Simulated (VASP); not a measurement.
**Cr (bcc, AFM order): computed properties**

These are PBE GGA, VASP's PBE PAW potentials (set 64) (plane waves; VASP 6.6.1) values and carry that method's errors.

```yaml
space_group: Im-3m (229)
cell: a = b = c = 2.857 Å, α = β = γ = 90.00°
volume_per_atom: 11.66 Å³/atom
band gap (over mesh and band path): none (metal, semimetal or under 0.01 eV)
cell_moment: 0.00 μB
hill_bulk_modulus: 199 GPa
hill_shear_modulus: 141 GPa
Poisson's ratio: 0.213
density: 7.40 g/cm³
optical Γ-point spectrum: 253 (×3) cm⁻¹
C11: 469 GPa
C12: 63.8 GPa
C44: 111 GPa
```

```
CELL_PARAMETERS angstrom
      2.85732     0.00000     0.00000
      0.00000     2.85732     0.00000
      0.00000     0.00000     2.85732
ATOMIC_POSITIONS crystal
  Cr 0.00000 0.00000 0.00000
  Cr 0.50000 0.50000 0.50000
```
Starting moments (μB, in the order of the record's atoms Cr Cr): 1.0 -1.0.

Measured: a 2.877 Å at 0 K (computed value off by -0.7 %), as given by H. Levämäki et al., Physical Review B (2014), arXiv:1402.3671 [corrected for temperature and zero-point phonon effects]. Finite-difference elastic constants of metals are sensitive to mesh and smearing; shear constants can be off by tens of GPa.

The compound is Cr in the bcc, AFM order structure. It was relaxed first. Symmetry was kept, so distortions that lower it aren't found.
